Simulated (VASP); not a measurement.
The system is ZnB.

```xyz
2
Lattice="2.8074 0.0000 0.0000 0.0000 2.8074 0.0000 0.0000 0.0000 2.8074" Properties=species:S:1:pos:R:3 pbc="T T T"
Zn    0.0000    0.0000    0.0000
B     1.4037    1.4037    1.4037
```

The cell was built by a generator and needn't be a form met in nature.

Base run:

```yaml
Program: VASP 6.6.1
Functional: revPBE
Potentials_or_basis: VASP PAW PBE potentials, release 64 (Zn, B)
Cutoff: 520 eV
k_mesh: 9 × 9 × 9
Occupations: fermi-dirac, width 0.05 eV
Spin: no spin polarisation
```

Its results: pressure 3.0 GPa.

Q: The run is repeated on the same cell with these changes: functional from revPBE to RPBE. What comes out?

A: Pressure 3.9 GPa.

Caveats: the PAW data sets were made with another functional, which shifts forces and pressure a little.
